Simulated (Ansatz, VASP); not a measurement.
# BN in two plane-wave programs

Aim: how closely do two programs agree when they are given the same cell, functional and k mesh? The cell is taken from a series of runs on this material, whose earlier steps may have relaxed, scaled, displaced or heated it; both programs get it as it stands.

Method: plane waves, with VASP 6.6.1 beside it; zone-centre phonons at PBE, in Ansatz 0.2.0.

## (1) The starting structure

The structure is cubic, space group F-43m (No. 216). Conventional cell: a = 3.623 Å, b = 3.623 Å, c = 3.623 Å, α = 90.00°, β = 90.00°, γ = 90.00°. Nearest to B lie 4 N at 1.57 Å. Nearest to N lie 4 B at 1.57 Å. Farther neighbours and most contacts between anions are not listed.

## (2) Ansatz: zone-centre phonons, PBE

Ansatz runs on norm-conserving files, of PseudoDojo where its log says so.

Second derivatives magnify differences that forces hide, and they need a tight electronic threshold.

Input file input.yaml:

```yaml
crystal:
  lattice:
    - [-1.8117354644, 0.0, 1.8117354644]
    - [0.0, 1.8117354644, 1.8117354644]
    - [-1.8117354644, 1.8117354644, 0.0]
  atoms:
    - { symbol: B, position: [0.0, 0.0, 0.0] }
    - { symbol: "N", position: [0.75, 0.75, 0.75] }
kpoints:
  mp_grid: { grid: [12, 12, 12] }
hamiltonian:
  xc: pbe
  pseudopotentials: { kind: nc, accuracy: standard }
scf:
  occupations: { method: fixed }
output:
  eigenvalues: true
phonons:
  method: dfpt
  dielectric: true
  rigid_motions: translations
  qmesh: [4, 4, 4]
  temperatures: { t_max: 1000, t_step: 50 }
  qpath:
    path:
      - [[0.0, 0.0, 0.0], [0.0, 0.5, 0.5], [0.0, 0.625, 0.375]]
      - [[-0.375, 0.375, 0.0], [0.0, 0.0, 0.0], [0.0, 0.5, 0.0], [-0.25, 0.5, 0.25], [0.0, 0.5, 0.5]]
    npoints: 12
```

On the command line:

```sh
$ ansatz run input.yaml --threads 4 --pin off --max-ram 8192MiB --backend cpu --events-out ev --progress --plain --runs-dir out
```

Numbers of over 12 decimals in the logs are rounded to 6 here.

Output:

```text
Warning: phonons: the dynamical matrix that this run interpolates holds no multipole term above the dipole-dipole one, and a site of this crystal is no centre of inversion, so its interpolated transverse optical and acoustic branches and sound speeds can stay off near Gamma, and the density of states and the thermodynamics with them. What a run solves at a wave vector of phonons.qpoints, Gamma apart, where the deck admits one, is free of this, and under fd what a larger phonons.supercell samples
Engine: ansatz 0.2.0, aarch64-unknown-linux-gnu
Pseudopotentials: kind: nc
Pseudopotential: B, nc, valence charge 3, recommended cutoff 1034.032677 eV (normal), B.nc.azcp (PseudoDojo's, or run here from an input of PseudoDojo's; its table is named by hamiltonian.pseudopotentials.accuracy)
Pseudopotential: N, nc, valence charge 5, recommended cutoff 1142.878222 eV (normal), N.nc.azcp (PseudoDojo's, or run here from an input of PseudoDojo's; its table is named by hamiltonian.pseudopotentials.accuracy)
Functional definition: PBE
  parameter kappa = 0.804
  parameter beta = 0.066725
  exchange = pbe_x(kappa = kappa, mu = beta*pi^2/3)
  correlation = pbe_c(beta = beta)
Crystal: 2 atoms, lattice volume = 11.894 Å³
Basis set: ecut = 1142.878222 eV, 1037 PW (Γ), exchange–correlation on 60×60×60 points (8 copies of the dense FFT grid, shifted against one another)
Bands: 8, of which v1, the nominal top of the filled ones, is band 4 counted from 1 (3 counted from 0)
Symmetry: 24 space group operations
k-points: 280 of 1728 (irreducible under 4 space group operations, time reversal used)
Non-local potential: B, projectors of the file, l = 0: 2, l = 1: 2
Non-local potential: N, projectors of the file, l = 0: 2, l = 1: 2
Initial density: superposition of atomic densities (chi_scale 0.1, normalization cell, long waves kept (reshape's long-wave potential 0.00 eV rms))
Initial wavefunctions: pseudopotential atomic-orbital guess
Functional: x = pbe(κ = 0.804, μ = 0.219515), c = pbe(β = 0.066725)
SCF iter   1: F=—  HF=-365.358442 eV  |F-HF|=—  |Δ(HF+E_count)|=         —  Δρ=1.48e-1  dr2=2.09e0  ethr=3.10e-3  ⟨swp⟩=5.2  Hψ=14559  notcnv=0  defer=485
preconditioner: auto → none  [insulator: Δε(μ)=5.776 eV  Ē_g=20.271 eV  n_scr=0 (ndim 8)  ℏωp=30.5 eV  f_vac=0.000  ε∞_Penn≈3.3]
SCF iter   2: F=—  HF=-364.760456 eV  |F-HF|=—  |Δ(HF+E_count)|=   5.98e-1  Δρ=6.02e-2  dr2=2.44e-1  ethr=3.10e-3  ⟨swp⟩=2.2  Hψ=6420  notcnv=0  defer=442
SCF iter   3: F=—  HF=-364.709608 eV  |F-HF|=—  |Δ(HF+E_count)|=   5.08e-2  Δρ=2.20e-2  dr2=3.60e-2  ethr=3.05e-3  ⟨swp⟩=2.5  Hψ=3089  notcnv=0  defer=524
SCF iter   4: F=—  HF=-364.705434 eV  |F-HF|=—  |Δ(HF+E_count)|=   4.17e-3  Δρ=2.74e-3  dr2=3.35e-4  ethr=4.50e-4  ⟨swp⟩=3.4  Hψ=4063  notcnv=0  defer=539
SCF iter   5: F=—  HF=-364.705578 eV  |F-HF|=—  |Δ(HF+E_count)|=   1.44e-4  Δρ=2.49e-4  dr2=3.91e-6  ethr=4.19e-6  ⟨swp⟩=3.0  Hψ=3929  notcnv=0  defer=543
SCF iter   6: F=—  HF=-364.705578 eV  |F-HF|=—  |Δ(HF+E_count)|=   3.84e-7  Δρ=2.32e-5  dr2=1.37e-8  ethr=4.89e-8  ⟨swp⟩=2.4  Hψ=3421  notcnv=0  defer=84
SCF iter   7: F=—  HF=-364.705578 eV  |F-HF|=—  |Δ(HF+E_count)|=   9.95e-8  Δρ=2.89e-6  dr2=7.20e-10  ethr=1.72e-10  ⟨swp⟩=2.2  Hψ=3231  notcnv=0  defer=6
SCF iter   8: F=-364.705578 eV  HF=-364.705578 eV  |F-HF|=2.39e-12  |Δ(HF+E_count)|=  1.86e-10  Δρ=2.36e-7  dr2=4.65e-12  ethr=1.25e-12  ⟨swp⟩=7.8  Hψ=12821  notcnv=0
SCF 1 converged in 8 iterations: F = -364.705578 eV  dr2 = 4.65e-12
NSCF: frozen V_eff on 2 k-points
DFPT response loops at Γ: preconditioner auto → none (the input reference at scf.mixing.eps_inf says where Resta's filter doesn't serve); β = 0.50; Broyden in place of MSR1
NSCF: frozen V_eff on 72 k-points
NSCF: frozen V_eff on 1872 k-points
DFPT response loops at q = (0, 0, 0.25) (fractional): mixed as the last ones told, above
NSCF: frozen V_eff on 952 k-points
DFPT response loops at q = (0, 0, -0.5) (fractional): mixed as the last ones told, above
NSCF: frozen V_eff on 1020 k-points
DFPT response loops at q = (0, 0.25, 0.25) (fractional): mixed as the last ones told, above
NSCF: frozen V_eff on 3456 k-points
DFPT response loops at q = (0, 0.25, -0.5) (fractional): mixed as the last ones told, above
NSCF: frozen V_eff on 1872 k-points
DFPT response loops at q = (0, 0.25, -0.25) (fractional): mixed as the last ones told, above
NSCF: frozen V_eff on 560 k-points
DFPT response loops at q = (0, -0.5, -0.5) (fractional): mixed as the last ones told, above
NSCF: frozen V_eff on 1020 k-points
DFPT response loops at q = (0.25, -0.5, -0.25) (fractional): mixed as the last ones told, above
SCF converged after 8 iterations
Free energy (F): -364.705578 eV
Harris-Foulkes:  -364.705578 eV  (|F-HF|=2.39e-12)
Internal energy: -364.705578 eV  (E = F + TS)
E sigma→0 (E₀):  -364.705578 eV
Fermi energy:    11.044671 eV
--- Per-component energies (eV) ---
  E_band       = 25.708764
  E_kinetic    = 255.599321
  E_local      = -163.920826  (includes V_loc(G=0)·N_el)
  E_nonlocal   = -28.950997
  E_hartree    = 48.940504
  E_xc         = -118.826761
  E_vxc        = -134.899716  (∫ρ·V_xc dr)
  E_ewald      = -357.546820
  E_smearing   = -0.000000  (= −TS)
  E_closure    = 0.000000  (closes the sum)
  Σ components = -364.705578   (vs F -364.705578, Δ=0.00e0)
--- Band table (eV; the first three rows and the last of 280) ---
  k-point 0: bands = ["-9.0867", "11.0447", "11.0447", "11.0447", "19.8873", "19.8873", "19.8873", "21.2963"]
  k-point 1: bands = ["-8.9186", "10.1401", "10.8654", "10.8654", "20.0821", "20.1581", "20.1581", "21.8646"]
  k-point 2: bands = ["-8.4208", "8.0554", "10.4287", "10.4287", "20.3782", "20.7886", "20.7886", "23.1936"]
  k-point 279: bands = ["-3.5401", "2.1827", "6.1712", "6.1712", "15.5698", "20.3438", "28.8426", "28.8426"]
--- Phonons (Γ-DFPT): 2 representative perturbations + reference, on 280 of 1728 k-points (Σ response iterations 6) ---
  k mesh reduced under 4 symmetry operations, with k and −k counted as one. Each operation leaves every solved perturbation unchanged. A smaller set is not considered because the run solves the response to a homogeneous field
  ASR residual: 1.953e-4 → 0.000e0 eV/Å²; symmetrization residual: 7.775e-7 eV/Å²
  ASR residual per site (eV/Å²): 4.45e-6 1.95e-4
  Γ frequencies (cm⁻¹): 0.00 0.00 0.00 1029.14 1029.14 1029.14
  ε∞ (high-frequency dielectric tensor):
        4.550208     0.000000     0.000000
        0.000000     4.550208     0.000000
        0.000000     0.000000     4.550208
  ε⁰ (static dielectric tensor: ions relaxed, cell fixed):
        6.886149     0.000000     0.000000
        0.000000     6.886149     0.000000
        0.000000     0.000000     6.886149
  ε⁰ − ε∞ (ionic part):
        2.335941    -0.000000     0.000000
       -0.000000     2.335941     0.000000
        0.000000     0.000000     2.335941
  softest optical mode at Γ: 1029.14 cm⁻¹; the repairs (sum rule, projections) moved no ω² at Γ by more than (1.98 cm⁻¹)²
  Born effective charges Z* (e; rows j = field, columns β = displacement):
    site 0:
         1.91014    0.00000    0.00000
        -0.00000    1.91014    0.00000
        -0.00000    0.00000    1.91014
    site 1:
        -1.91014   -0.00000   -0.00000
         0.00000   -1.91014   -0.00000
         0.00000   -0.00000   -1.91014
  Z* charge neutrality: 1.643e-6 e pre-enforcement
  k-mesh period / interband length: 30.7 Å / 1.29 Å = 23.78 at k = (0.0000, 0.0000, 0.0000), direct gap 8.843 eV — 14 or more, which is no proof of convergence
  optical modes at Γ without the LO–TO term, one row a degenerate level:
      ω (cm⁻¹)  modes    IR ((D/Å)²/amu)
       1029.14      3            41.3895
  optical modes at Γ + LO–TO along q̂ = [1.0000, 0.0000, 0.0000]:
      ω (cm⁻¹)  modes    IR ((D/Å)²/amu)
       1029.14      2            27.5930
       1266.04      1            13.7965
  optical modes at Γ + LO–TO along q̂ = [0.0000, 1.0000, 0.0000]:
      ω (cm⁻¹)  modes    IR ((D/Å)²/amu)
       1029.14      2            27.5930
       1266.04      1            13.7965
  optical modes at Γ + LO–TO along q̂ = [0.0000, 0.0000, 1.0000]:
      ω (cm⁻¹)  modes    IR ((D/Å)²/amu)
       1029.14      2            27.5930
       1266.04      1            13.7965
--- Phonons (arbitrary-q DFPT): 8 irreducible q on the 4×4×4 mesh ---
  q = [0.0000, 0.0000, 0.0000] (star 1, of the zone-centre solve; hermiticity 6.54e-8, symmetrization 2.28e-15): -0.00 -0.00 0.00 1029.14 1029.14 1029.14
  q = [0.0000, 0.0000, 0.2500] (star 8, 2 solved perturbations on 936 of 1728 k-point pairs; hermiticity 1.84e-8, symmetrization 3.38e-14): 350.42 350.42 621.90 997.56 997.56 1230.44
  q = [0.0000, 0.0000, -0.5000] (star 4, 2 solved perturbations on 476 of 1728 k-point pairs; hermiticity 1.44e-8, symmetrization 2.94e-14): 484.54 484.54 957.48 968.98 968.98 1125.72
  q = [0.0000, 0.2500, 0.2500] (star 6, 4 solved perturbations in 1608 linear systems a pass and spin channel, the states on 510 of 1728 k-point pairs; hermiticity 2.40e-8, symmetrization 1.58e-14): 468.41 468.41 642.43 979.40 979.40 1241.36
  q = [0.0000, 0.2500, -0.5000] (star 24, 4 solved perturbations in 5328 linear systems a pass and spin channel, the states on 1728 of 1728 k-point pairs; hermiticity 3.09e-8, symmetrization 3.49e-14): 601.02 713.11 872.57 931.53 973.26 1112.27
  q = [0.0000, 0.2500, -0.2500] (star 12, 4 solved perturbations in 2892 linear systems a pass and spin channel, the states on 936 of 1728 k-point pairs; hermiticity 2.69e-8, symmetrization 1.70e-14): 528.68 683.66 775.92 945.89 1007.17 1129.33
  q = [0.0000, -0.5000, -0.5000] (star 3, 4 solved perturbations in 886 linear systems a pass and spin channel, the states on 280 of 1728 k-point pairs; hermiticity 3.60e-8, symmetrization 1.79e-14): 698.41 698.41 889.11 889.11 1000.28 1139.45
  q = [0.2500, -0.5000, -0.2500] (star 6, 4 solved perturbations in 1544 linear systems a pass and spin channel, the states on 510 of 1728 k-point pairs; hermiticity 2.27e-8, symmetrization 8.06e-15): 773.98 804.18 864.64 952.81 963.90 990.61
  sum rule: each row above includes the acoustic sum rule's correction from the zone centre's row sums; it moved no ω² by more than (1.95 cm⁻¹)²
  mesh force constants: q→R imaginary residual 1.98e-18; ASR residual 1.953e-4 → 0.000e0 eV/Å²; symmetrization residual 2.132e-14 eV/Å²
  interpolated dispersion: 75 rows × 6 modes
  density of states and harmonic sums: on the 32×32×32 q-mesh, interpolated from the force constants of a 4×4×4 supercell (with the dipole–dipole term)
  largest difference from the sums on the solved wave vectors: F 5.37e-3 eV, S 9.52e-6 and C_V 3.93e-6 eV/K
  zero-point energy: 0.312467 eV/cell   skipped modes (ω ≤ 0): 3   left out of the sums: 1.53e-5 of the cell's modes: C_V's classical limit lies that fraction below 3 k_B per atom; for a crystal, a wire or a layer, F and S can be off by more, and a phonons.interpolated_qmesh denser along its periods is the remedy for the sampling
```

(Continued in part 2 of 2.)

[Lines on the potential files, build, host, timing and source positions are cut from VASP's logs without a mark.]

[Logs are printed without paths, hosts, clocks, repeated set-up lines and the standing remarks that a program may print on its own settings, such as how far it seeks lower states.]

[Hosts, paths, dates, database ids (printed as entryN), source tags and the programs' standing remarks are cut or masked in the printed files.]
